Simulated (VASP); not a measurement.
Method: PBEsol GGA, VASP's PBE PAW potentials (set 64) (plane waves; VASP).

The input files of a VASP run:

POSCAR:
```
ZrS
1.0
  0.0000000000   2.5832944087   2.5832944087
  2.5832944087   0.0000000000   2.5832944087
  2.5832944087   2.5832944087   0.0000000000
Zr S
1 1
Cartesian
  5.1665888174   2.5832944087   2.5832944087
  2.5832944087   2.5832944087   2.5832944087
```

KPOINTS:
```
Automatic mesh
0
Gamma
11 11 11
0 0 0
```

### INCAR
```
SYSTEM = ZrS
PREC = Accurate; ENCUT = 400; LREAL = .FALSE.
LASPH = .TRUE.
EDIFF = 1E-6; NELM = 100; ALGO = Normal
LMAXMIX = 4
ISMEAR = 1; SIGMA = 0.1
GGA = PS
IBRION = 2; NSW = 60; ISIF = 3
EDIFFG = -0.01
LWAVE = .FALSE.; LCHARG = .FALSE.
```

POTCAR, in this order: Zr_sv S (PBE.64 set). Program: vasp_std.

Output

**OUTCAR**
```
 ion  position               nearest neighbor table
   1  0.000  0.000  0.000-   2 2.58   2 2.58   2 2.58   2 2.58   2 2.58   2 2.58
   2  0.500  0.500  0.500-   1 2.58   1 2.58   1 2.58   1 2.58   1 2.58   1 2.58
  LATTYP: Found a face centered cubic cell.
 ALAT       =     5.1665888174
 Subroutine PRICEL returns:
 Original cell was already a primitive cell.
 Subroutine GETGRP returns: Found 48 space group operations
The static configuration has the point symmetry O_h .
The dynamic configuration has the point symmetry O_h .
 Subroutine INISYM returns: Found 48 space group operations
 Subroutine IBZKPT returns following result:
 Found     56 irreducible k-points:

 Following reciprocal coordinates:
            Coordinates               Weight
  0.000000  0.000000  0.000000      1.000000
  0.090909  0.000000  0.000000      8.000000
  0.181818  0.000000  0.000000      8.000000
  0.272727  0.000000  0.000000      8.000000
  0.363636  0.000000  0.000000      8.000000
  0.454545  0.000000  0.000000      8.000000
  0.090909  0.090909  0.000000      6.000000
  0.181818  0.090909  0.000000     24.000000
  0.272727  0.090909  0.000000     24.000000
  0.363636  0.090909  0.000000     24.000000
  0.454545  0.090909  0.000000     24.000000
 -0.454545  0.090909  0.000000     24.000000
 -0.363636  0.090909  0.000000     24.000000
 -0.272727  0.090909  0.000000     24.000000
 -0.181818  0.090909  0.000000     24.000000
 -0.090909  0.090909  0.000000     12.000000
  0.181818  0.181818  0.000000      6.000000
  0.272727  0.181818  0.000000     24.000000
  0.363636  0.181818  0.000000     24.000000
  0.454545  0.181818  0.000000     24.000000
 -0.454545  0.181818  0.000000     24.000000
 -0.363636  0.181818  0.000000     24.000000
 -0.272727  0.181818  0.000000     24.000000
 -0.181818  0.181818  0.000000     12.000000
...
```

File OSZICAR:
```
       N       E                     dE             d eps       ncg     rms          rms(c)
DAV:   1     0.108098185071E+03    0.10810E+03   -0.85727E+03  1456   0.111E+03
DAV:   2    -0.120541399167E+02   -0.12015E+03   -0.11652E+03  1822   0.298E+02
DAV:   3    -0.172180091275E+02   -0.51639E+01   -0.50558E+01  2190   0.563E+01
DAV:   4    -0.173867085479E+02   -0.16870E+00   -0.16857E+00  1896   0.966E+00
DAV:   5    -0.173907991675E+02   -0.40906E-02   -0.40905E-02  2151   0.128E+00    0.173E+01
DAV:   6    -0.165369278098E+02    0.85387E+00   -0.25194E+00  1717   0.118E+01    0.820E+00
DAV:   7    -0.165042096286E+02    0.32718E-01   -0.25050E-01  2295   0.357E+00    0.296E+00
DAV:   8    -0.164990076111E+02    0.52020E-02   -0.23571E-02  1711   0.128E+00    0.449E-01
DAV:   9    -0.164987151854E+02    0.29243E-03   -0.28801E-03  1868   0.404E-01    0.164E-01
DAV:  10    -0.164987060118E+02    0.91736E-05   -0.22572E-04  1961   0.159E-01    0.689E-02
DAV:  11    -0.164987082487E+02   -0.22369E-05   -0.48908E-05  1856   0.590E-02    0.276E-02
DAV:  12    -0.164987072452E+02    0.10035E-05   -0.28397E-06  1509   0.171E-02    0.167E-03
DAV:  13    -0.164987071785E+02    0.66708E-07   -0.10100E-07   808   0.343E-03
   1 F= -.16498707E+02 E0= -.16498859E+02  d E =-.164987E+02
       N       E                     dE             d eps       ncg     rms          rms(c)
DAV:   1    -0.164996754053E+02   -0.96816E-03   -0.30411E-02  1606   0.183E+00    0.355E-01
DAV:   2    -0.164988141836E+02    0.86122E-03   -0.22549E-03  1641   0.519E-01    0.105E-01
DAV:   3    -0.164986660414E+02    0.14814E-03   -0.99664E-04  2242   0.249E-01    0.519E-02
DAV:   4    -0.164986790988E+02   -0.13057E-04   -0.23836E-05  1761   0.448E-02    0.254E-02
DAV:   5    -0.164986865874E+02   -0.74886E-05   -0.16170E-05  2075   0.248E-02    0.134E-02
DAV:   6    -0.164986872108E+02   -0.62345E-06   -0.34633E-06  2097   0.121E-02
   2 F= -.16498687E+02 E0= -.16498841E+02  d E =0.199677E-04
       N       E                     dE             d eps       ncg     rms          rms(c)
DAV:   1    -0.164990507698E+02   -0.36418E-03   -0.97566E-03  1591   0.104E+00    0.202E-01
DAV:   2    -0.164987662586E+02    0.28451E-03   -0.72103E-04  1636   0.294E-01    0.598E-02
DAV:   3    -0.164987172176E+02    0.49041E-04   -0.32444E-04  2242   0.142E-01    0.297E-02
DAV:   4    -0.164987240464E+02   -0.68288E-05   -0.78376E-06  1761   0.257E-02    0.143E-02
DAV:   5    -0.164987287514E+02   -0.47050E-05   -0.51271E-06  1869   0.140E-02    0.760E-03
DAV:   6    -0.164987305280E+02   -0.17766E-05   -0.65291E-07   999   0.703E-03    0.707E-04
DAV:   7    -0.164987306402E+02   -0.11218E-06   -0.33977E-07   768   0.414E-03
   3 F= -.16498731E+02 E0= -.16498883E+02  d E =-.234617E-04
```

File OUTCAR:
```
------------------------ aborting loop because EDIFF is reached ----------------------------------------
  FORCE on cell =-STRESS in cart. coord.  units (eV):
  Direction    XX          YY          ZZ          XY          YZ          ZX
  --------------------------------------------------------------------------------------
  Total       -0.0013984     -0.0013984     -0.0013984      0.0000000     -0.0000000      0.0000000
  in kB       -0.0649028     -0.0649028     -0.0649028      0.0000000     -0.0000000      0.0000000
  external PRESSURE =      -0.0649028 kB  Pullay stress =       0.0000000 kB
  volume of cell :       34.52
      direct lattice vectors                 reciprocal lattice vectors
    -0.000000000  2.584365520  2.584365520    -0.193471085  0.193471085  0.193471085
     2.584365520  0.000000000  2.584365520     0.193471085 -0.193471085  0.193471085
     2.584365520  2.584365520 -0.000000000     0.193471085  0.193471085 -0.193471085
 POSITION                                       TOTAL-FORCE (eV/Angst)
 -----------------------------------------------------------------------------------
      0.00000      0.00000      0.00000         0.000000      0.000000      0.000000
      2.58437      2.58437      2.58437        -0.000000     -0.000000     -0.000000
 -----------------------------------------------------------------------------------
    total drift:                                0.000000     -0.000000     -0.000000
  FREE ENERGIE OF THE ION-ELECTRON SYSTEM (eV)
  ---------------------------------------------------
  free  energy   TOTEN  =       -16.4987306402 eV

  energy  without entropy=      -16.4991885460  energy(sigma->0) =      -16.49888328

 reached required accuracy - stopping structural energy minimisation
```
(Selected blocks of OUTCAR.)

File CONTCAR:
```
ZrS
   1.00000000000000
    -0.0000000000000000    2.5843655197573083    2.5843655197573083
     2.5843655197573083    0.0000000000000000    2.5843655197573083
     2.5843655197573083    2.5843655197573083   -0.0000000000000000
  Zr              S
     1     1
Direct
     0.0000000000000000    0.0000000000000000    0.0000000000000000
     0.5000000000000000    0.5000000000000000    0.5000000000000000
```

File OUTCAR:
```
 val. band max:       11.1835544415   @ k =  -0.4545   0.1818   0.0000

 cond. band min:      11.2239993585   @ k =   0.2727   0.1818   0.0000


 Fermi energy:        11.2021855459

 k-point     1 :       0.0000    0.0000    0.0000
  band No.  band energies     occupation
      1     -38.5819      2.00000
      2     -16.5823      2.00000
      3     -16.5823      2.00000
      4     -16.5823      2.00000
      5      -4.8386      2.00000
      6       7.6746      2.00000
      7       7.6746      2.00000
      8       7.6746      2.00000
      9       9.7273      2.00000
     10       9.7273      2.00000
     11       9.7273      2.00000
     12      10.4544      2.00000
     13      10.4544      2.00000

 k-point     2 :       0.0909    0.0000    0.0000
  band No.  band energies     occupation
      1     -38.5793      2.00000
      2     -16.6180      2.00000
      3     -16.5853      2.00000
      4     -16.5853      2.00000
      5      -4.7222      2.00000
      6       7.0243      2.00000
      7       7.2310      2.00000
      8       7.2310      2.00000
      9       9.9232      2.00000
     10       9.9232      2.00000
     11       9.9832      2.00000
     12      11.0463      2.04998
     13      11.0463      2.04998

 k-point     3 :       0.1818    0.0000    0.0000
  band No.  band energies     occupation
      1     -38.5722      2.00000
      2     -16.7118      2.00000
      3     -16.5932      2.00000
      4     -16.5932      2.00000
      5      -4.3978      2.00000
      6       5.7979      2.00000
      7       6.4650      2.00000
      8       6.4650      2.00000
      9      10.3546      2.00000
     10      10.3934      2.00000
     11      10.3934      2.00000
     12      12.3518     -0.00000
     13      12.3518     -0.00000

 k-point     4 :       0.2727    0.0000    0.0000
  band No.  band energies     occupation
      1     -38.5629      2.00000
      2     -16.8311      2.00000
      3     -16.6034      2.00000
...
```

The structure was generated: ZrS was put into the rock salt type (Fm-3m), which need not be its known phase. This run relaxes it. Symmetry was kept, so distortions that lower it aren't found. The start is the result of an earlier pass. VASP warned that the highest band is occupied, so more bands are needed.
